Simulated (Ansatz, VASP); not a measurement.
# AlN: VASP beside Ansatz

Aim: how closely do two programs agree when they are given the same cell, functional and k mesh? The cell is taken from a series of runs on this material, whose earlier steps may have relaxed, scaled, displaced or heated it; both programs get it as it stands.

Calculated with Ansatz 0.2.0; plane waves, with VASP 6.6.1 beside it; zone-centre phonons at LDA.

### 1. Set-up

It takes space group P6_3mc (No. 186, hexagonal). Conventional cell: a = 3.082 Å, b = 3.082 Å, c = 4.933 Å, α = 90.00°, β = 90.00°, γ = 120.00°. Al has 4 N at 1.87 to 1.88 Å nearest. Nearest to N lie 4 Al at 1.87 to 1.88 Å. Farther neighbours and most contacts between anions are not listed.

### 2. VASP: zone-centre phonons, LDA

Second derivatives magnify differences that forces hide, and they need a tight electronic threshold.

Lines of VASP's logs that name or quote its potential files are left out, and so is its time.

File INCAR:

```
SYSTEM = AlN
PREC = Accurate
ENCUT = 600
EDIFF = 1E-08
NELM = 120
ISMEAR = 0
SIGMA = 0.01
LREAL = .FALSE.
ALGO = Normal
GGA = PW92
NBANDS = 14
LORBIT = 11
LWAVE = .FALSE.
LCHARG = .FALSE.
ISIF = 2
IBRION = 8
LEPSILON = .TRUE.
LASPH = .TRUE.
GGA_COMPAT = .FALSE.
EFERMI = MIDGAP
KPAR = 2
```

File POSCAR:

```
AlN
1.0
    3.0820343647      0.0000000000      0.0000000000
   -1.5410171823      2.6691200551      0.0000000000
    0.0000000000      0.0000000000      4.9332805560
Al N
2 2
Direct
    0.3333333334      0.6666666668      0.9990239458
    0.6666666668      0.3333333334      0.4990239458
    0.3333333334      0.6666666668      0.3809760542
    0.6666666668      0.3333333334      0.8809760542
```

File KPOINTS:

```
Automatic mesh
0
Gamma
9 9 4
0 0 0
```

Potentials, in the order of the species: Al and N (LDA family, release 64).

On the command line:

```
mpirun -np 2 vasp_std
```

Numbers of over 12 decimals in the logs are rounded to 6 here.

The log of the run:

```text
[banner, memory and clock lines left out]
running    2 mpi-ranks, on    1 nodes
 distrk:  each k-point on    1 cores,    2 groups
 distr:  one band on    1 cores,    1 groups

 POSCAR found type information on POSCAR AlN
 POSCAR found :  2 types and       4 ions
|                                                                             |
|               ----> ADVICE to this user running VASP <----                  |
|                                                                             |
|     You enforced a specific xc type in the INCAR file but a different       |
|     [... a line on the potential file left out ...]
|     I HOPE YOU KNOW WHAT YOU ARE DOING!                                     |
|                                                                             |

 LDA part: xc-table for (Slater(with rela. corr.)+PW92), standard interpolation
 POSCAR, INCAR and KPOINTS ok, starting setup
 FFT: planning ... GRIDC
 FFT: planning ... GRID_SOFT
 FFT: planning ... GRID
 WAVECAR not read
 entering main loop
       N       E                     dE             d eps       ncg     rms          rms(c)
DAV:   1     0.500243210642E+02    0.50024E+02   -0.81968E+03  1008   0.116E+03
DAV:   2    -0.342597603172E+02   -0.84284E+02   -0.76473E+02  1412   0.205E+02
DAV:   3    -0.380399159048E+02   -0.37802E+01   -0.37642E+01  1344   0.460E+01
DAV:   4    -0.380616463948E+02   -0.21730E-01   -0.21727E-01  1122   0.426E+00
DAV:   5    -0.380618656608E+02   -0.21927E-03   -0.21926E-03  1326   0.417E-01    0.125E+01
DAV:   6    -0.329663402349E+02    0.50955E+01   -0.14186E+01  1152   0.277E+01    0.445E+00
DAV:   7    -0.329206484476E+02    0.45692E-01   -0.71589E-01  1200   0.557E+00    0.282E+00
DAV:   8    -0.328655260007E+02    0.55122E-01   -0.82625E-02  1170   0.258E+00    0.394E-01
DAV:   9    -0.328606573930E+02    0.48686E-02   -0.11496E-02  1326   0.769E-01    0.214E-01
DAV:  10    -0.328608310089E+02   -0.17362E-03   -0.85933E-04  1164   0.203E-01    0.103E-01
DAV:  11    -0.328607793668E+02    0.51642E-04   -0.10805E-04  1302   0.835E-02    0.199E-02
DAV:  12    -0.328607788504E+02    0.51634E-06   -0.24068E-06  1254   0.124E-02    0.465E-03
DAV:  13    -0.328607786870E+02    0.16339E-06   -0.85276E-07  1278   0.700E-03    0.873E-04
DAV:  14    -0.328607786891E+02   -0.20465E-08   -0.15823E-08  1122   0.108E-03
   1 F= -.32860779E+02 E0= -.32860779E+02  d E =0.000000E+00
 Linear response reoptimize wavefunctions to high precision
DAV:   1    -0.328607786868E+02    0.22418E-08   -0.58554E-09  1278   0.607E-04
DAV:   2    -0.328607786868E+02    0.52296E-11   -0.69189E-11   750   0.743E-05
 Linear response G [H, r] |phi>, progress :
  Direction:   1
       N       E                     dE             d eps       ncg     rms
RMM:   1    -0.621057490326E+02   -0.62106E+02    0.91525E+01  2447   0.701E+01
RMM:   2    -0.541905357133E+02    0.79152E+01   -0.34724E+00  1694   0.142E+01
RMM:   3    -0.542067439725E+02   -0.16208E-01   -0.28289E-02  1823   0.130E+00
RMM:   4    -0.542069624729E+02   -0.21850E-03   -0.63233E-04  1963   0.170E-01
RMM:   5    -0.542069543021E+02    0.81707E-05   -0.36756E-05  1951   0.264E-02
RMM:   6    -0.542069534051E+02    0.89707E-06   -0.12914E-05  2016   0.540E-03
RMM:   7    -0.542069530823E+02    0.32281E-06   -0.83685E-06  1994   0.214E-03
RMM:   8    -0.542069530049E+02    0.77356E-07   -0.81208E-06  1685   0.162E-03
RMM:   9    -0.542069530574E+02   -0.52529E-07   -0.32600E-06  1417   0.154E-03
RMM:  10    -0.542069529811E+02    0.76278E-07    0.43886E-06  1391   0.154E-03
RMM:  11    -0.542069530420E+02   -0.60807E-07    0.18158E-05  1345   0.154E-03
 Linear response G [H, r] |phi>, progress :
  Direction:   2
       N       E                     dE             d eps       ncg     rms
RMM:   1    -0.667350069322E+02   -0.66735E+02    0.12755E+01  2325   0.690E+01
RMM:   2    -0.621393870869E+02    0.45956E+01   -0.27679E+00  1688   0.126E+01
RMM:   3    -0.621561324316E+02   -0.16745E-01   -0.24518E-02  1808   0.117E+00
RMM:   4    -0.621562231091E+02   -0.90677E-04   -0.81283E-04  1940   0.156E-01
RMM:   5    -0.621561955049E+02    0.27604E-04   -0.67097E-05  1960   0.243E-02
RMM:   6    -0.621561937935E+02    0.17113E-05   -0.37672E-05  2046   0.532E-03
RMM:   7    -0.621561925956E+02    0.11979E-05   -0.25152E-05  2005   0.233E-03
RMM:   8    -0.621561924751E+02    0.12044E-06   -0.22726E-05  1665   0.187E-03
RMM:   9    -0.621561922878E+02    0.18740E-06   -0.22844E-05  1431   0.181E-03
RMM:  10    -0.621561924570E+02   -0.16921E-06   -0.17442E-05  1398   0.180E-03
RMM:  11    -0.621561923736E+02    0.83327E-07    0.37547E-05  1376   0.180E-03
 Linear response G [H, r] |phi>, progress :
  Direction:   3
       N       E                     dE             d eps       ncg     rms
RMM:   1    -0.699404163543E+02   -0.69940E+02    0.21221E+01  2355   0.697E+01
[...]
RMM:   2    -0.426766144056E+00   -0.85241E-02   -0.40879E-03  1711   0.347E-01
RMM:   3    -0.426821643509E+00   -0.55499E-04   -0.50375E-05  1754   0.337E-02
RMM:   4    -0.426822600907E+00   -0.95740E-06   -0.12983E-06  1838   0.441E-03
RMM:   5    -0.426822623087E+00   -0.22181E-07   -0.13102E-07  1764   0.692E-04
RMM:   6    -0.426822623728E+00   -0.64035E-09   -0.10652E-07  1279   0.188E-04
[...]
Direction:   3
       N       E                     dE             d eps       ncg     rms          rms(c)
RMM:   1    -0.418242042905E+00   -0.41824E+00   -0.15141E+00  2069   0.294E+00
RMM:   2    -0.426766148322E+00   -0.85241E-02   -0.40880E-03  1711   0.347E-01    0.956E-01
RMM:   3    -0.415306066140E+00    0.11460E-01   -0.72007E-03  1649   0.531E-01    0.563E-01
RMM:   4    -0.429016704887E+00   -0.13711E-01   -0.10324E-02  1692   0.648E-01    0.700E-02
RMM:   5    -0.430803086138E+00   -0.17864E-02   -0.16436E-04  1799   0.954E-02    0.216E-02
RMM:   6    -0.431304066702E+00   -0.50098E-03   -0.13621E-05  1837   0.246E-02    0.573E-03
RMM:   7    -0.431407570966E+00   -0.10350E-03   -0.76907E-07  1846   0.572E-03    0.149E-03
RMM:   8    -0.431434445527E+00   -0.26875E-04   -0.11733E-07  1894   0.121E-03    0.193E-04
RMM:   9    -0.431435166202E+00   -0.72067E-06   -0.90065E-08  1771   0.273E-04    0.367E-05
RMM:  10    -0.431434957559E+00    0.20864E-06   -0.83939E-08  1300   0.137E-04    0.790E-06
 change of polarisation eV/A/(eV/A) component  3 :    -0.058    -0.036     0.808
 dielectric tensor                  component  3 :    -0.257    -0.162     4.603
 Linear response DOF=           4
 Linear response progress:
  Degree of freedom:   1/  4
       N       E                     dE             d eps       ncg     rms          rms(c)
RMM:   1    -0.658391537425E-02   -0.65839E-02    0.18530E-03 10764   0.772E-01
RMM:   2    -0.593516060187E-02    0.64875E-03   -0.32645E-04  7609   0.137E-01    0.928E-02
RMM:   3    -0.581668025725E-02    0.11848E-03   -0.62211E-05  7990   0.592E-02    0.498E-02
RMM:   4    -0.583118379716E-02   -0.14504E-04   -0.56682E-05  7802   0.553E-02    0.806E-03
RMM:   5    -0.582988949646E-02    0.12943E-05   -0.35249E-07  8275   0.856E-03    0.904E-04
RMM:   6    -0.582976332917E-02    0.12617E-06    0.12984E-07  8416   0.898E-04    0.399E-04
RMM:   7    -0.582864433240E-02    0.11190E-05   -0.15121E-07  8555   0.491E-04    0.282E-05
RMM:   8    -0.582867686233E-02   -0.32530E-07    0.11915E-08  8706   0.715E-05    0.166E-05
RMM:   9    -0.582865836429E-02    0.18498E-07    0.34537E-08  8747   0.251E-05    0.156E-06
RMM:  10    -0.582865702759E-02    0.13367E-08    0.46911E-09  8245   0.124E-05    0.663E-07
 first order change of Fermi-energy  -0.78578E-05
 force on displaced ion       1 direction 1 : -16.845  -0.000   0.000
 Born effective charge ion    1 direction 1 :   2.509   0.000   0.000
 Linear response progress:
  Degree of freedom:   2/  4
       N       E                     dE             d eps       ncg     rms          rms(c)
RMM:   1    -0.169635469171E-01   -0.16964E-01    0.21632E-02  3305   0.126E+00
RMM:   2    -0.118511504950E-01    0.51124E-02   -0.17814E-03  1944   0.328E-01    0.120E-01
RMM:   3    -0.114498791578E-01    0.40127E-03   -0.53005E-04  2003   0.154E-01    0.524E-02
RMM:   4    -0.113755525827E-01    0.74327E-04   -0.12022E-04  2129   0.395E-02    0.279E-02
RMM:   5    -0.113428361583E-01    0.32716E-04   -0.82921E-05  2161   0.352E-02    0.586E-03
RMM:   6    -0.113333030477E-01    0.95331E-05   -0.36015E-06  2165   0.921E-03    0.157E-03
RMM:   7    -0.113327001896E-01    0.60286E-06    0.14754E-06  2186   0.218E-03    0.553E-04
RMM:   8    -0.113331111877E-01   -0.41100E-06    0.20262E-06  2202   0.964E-04    0.146E-04
RMM:   9    -0.113334192395E-01   -0.30805E-06   -0.27204E-07  2252   0.209E-04    0.205E-05
RMM:  10    -0.113334089488E-01    0.10291E-07   -0.61015E-08  2269   0.366E-05    0.109E-05
RMM:  11    -0.113334142498E-01   -0.53010E-08   -0.23159E-08  2260   0.220E-05    0.117E-06
 first order change of Fermi-energy  -0.86587E+00
 force on displaced ion       1 direction 3 :  -0.000   0.000 -22.258
 Born effective charge ion    1 direction 3 :   0.000   0.000   2.672
 Linear response progress:
  Degree of freedom:   3/  4
       N       E                     dE             d eps       ncg     rms          rms(c)
RMM:   1    -0.234102487268E+00   -0.23410E+00    0.20093E-01  8903   0.318E+00
RMM:   2    -0.233726921461E+00    0.37557E-03   -0.34195E-03  7379   0.409E-01    0.187E-01
RMM:   3    -0.234473521264E+00   -0.74660E-03   -0.10041E-03  6919   0.201E-01    0.920E-02
RMM:   4    -0.236294809013E+00   -0.18213E-02   -0.98425E-04  7204   0.184E-01    0.212E-02
RMM:   5    -0.236253978351E+00    0.40831E-04   -0.26751E-05  8281   0.344E-02    0.239E-03
RMM:   6    -0.236292222025E+00   -0.38244E-04   -0.51775E-07  8495   0.428E-03    0.101E-03
RMM:   7    -0.236294513753E+00   -0.22917E-05   -0.39648E-08  8678   0.873E-04    0.863E-05
RMM:   8    -0.236293991257E+00    0.52250E-06    0.94425E-08  8791   0.149E-04    0.356E-05
RMM:   9    -0.236293985574E+00    0.56833E-08    0.37349E-09  8784   0.847E-05    0.294E-06
 first order change of Fermi-energy  -0.59647E-04
 force on displaced ion       3 direction 1 : -16.928  -0.001  -0.000
 Born effective charge ion    3 direction 1 :  -2.509   0.000  -0.000
 Linear response progress:
  Degree of freedom:   4/  4
       N       E                     dE             d eps       ncg     rms          rms(c)
RMM:   1    -0.251019435510E+00   -0.25102E+00    0.21397E-01  2349   0.319E+00
RMM:   2    -0.249518077571E+00    0.15014E-02   -0.28737E-03  1934   0.402E-01    0.192E-01
RMM:   3    -0.249625073657E+00   -0.10700E-03   -0.19055E-03  1928   0.246E-01    0.867E-02
RMM:   4    -0.250887744120E+00   -0.12627E-02   -0.89072E-04  2034   0.157E-01    0.228E-02
RMM:   5    -0.251060014285E+00   -0.17227E-03   -0.29249E-05  2103   0.296E-02    0.662E-03
RMM:   6    -0.251135863853E+00   -0.75850E-04   -0.51090E-06  2200   0.623E-03    0.226E-03
RMM:   7    -0.251130254568E+00    0.56093E-05   -0.15393E-07  2173   0.219E-03    0.437E-04
RMM:   8    -0.251130249414E+00    0.51541E-08   -0.11393E-07  2243   0.276E-04    0.231E-04
RMM:   9    -0.251130434787E+00   -0.18537E-06   -0.63078E-09  2250   0.149E-04    0.168E-05
RMM:  10    -0.251130463521E+00   -0.28734E-07   -0.32971E-08  2282   0.706E-05    0.984E-06
RMM:  11    -0.251130502594E+00   -0.39073E-07   -0.67019E-08  2286   0.583E-05    0.163E-06
RMM:  12    -0.251130489264E+00    0.13330E-07   -0.12199E-08  2054   0.526E-05    0.755E-07
RMM:  13    -0.251130489940E+00   -0.67658E-09   -0.21039E-08  1698   0.513E-05    0.855E-08
 first order change of Fermi-energy   0.86577E+00
 force on displaced ion       3 direction 3 :   0.000  -0.000 -20.863
 Born effective charge ion    3 direction 3 :  -0.000  -0.000  -2.671
 Born effective charges drift removed
 Linear response finished
```

(Continued in part 2 of 3.)

[Lines on the potential files, build, host, timing and source positions are cut from VASP's logs without a mark.]

[Logs are printed without paths, hosts, clocks, repeated set-up lines and the standing remarks that a program may print on its own settings, such as how far it seeks lower states.]

[Hosts, paths, dates, database ids (printed as entryN), source tags and the programs' standing remarks are cut or masked in the printed files.]
